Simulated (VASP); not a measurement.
All values below come from rev-vdW-DF2, VASP's PBE PAW potentials (set 64) (plane waves; VASP).

Input for VASP

**POSCAR**
```
TiAl
1
    2.8123690224     0.0000000000     0.0000000000
    0.0000000000     2.8123690224     0.0000000000
    0.0000000000     0.0000000000     4.0465103310
Ti Al
1 1
Direct
  0.0000000000   0.0000000000   0.0000000000
  0.5000000000   0.5000000000   0.5000000000
```

### KPOINTS
```
Automatic mesh
0
Gamma
13 13 9
0 0 0
```

### INCAR
```
LREAL  =  F   # projection in real space or not
ISIF  =  4   # ions and shape, fixed volume
PARAM1  =  0.1234568
EDIFF  =  1E-7   # SCF stop (eV)
IBRION  =  2
EDIFFG  =  -0.01
PREC  =  Accurate
LCHARG  =  F
GGA  =  MK
ALGO  =  Normal   # blocked Davidson
NSW  =  30   # most ionic steps
LUSE_VDW  =  T
SYSTEM  =  TiAl
LASPH  =  T   # aspherical one-centre terms
NELM  =  100   # most electronic steps
LWAVE  =  F
ENCUT  =  520
ISMEAR  =  1
PARAM2  =  0.7114
ZAB_VDW  =  -1.8867
AGGAC  =  0.0
SIGMA  =  0.1   # width (eV)
LMAXMIX  =  4   # l cut-off of mixed one-centre charges
```

POTCAR, in this order: Ti_sv Al (PBE.64 set). Program: vasp_std.

What will the output report for the number of irreducible k-points (NKPTS), largest plane-wave count, number of space-group operations, FFT grid (NGX, NGY, NGZ)?

```json
{
 "number of irreducible k-points (NKPTS)": "140",
 "largest_plane_wave_count": "884",
 "number_of_space_group_operations": "16",
 "FFT grid (NGX, NGY, NGZ)": "24 × 24 × 30"
}
```

The compound is TiAl in the L1_0 structure. This run relaxes it. Symmetry was kept, so distortions that lower it aren't found. The electron count is odd and the run is not spin-polarised, which forces a metal.
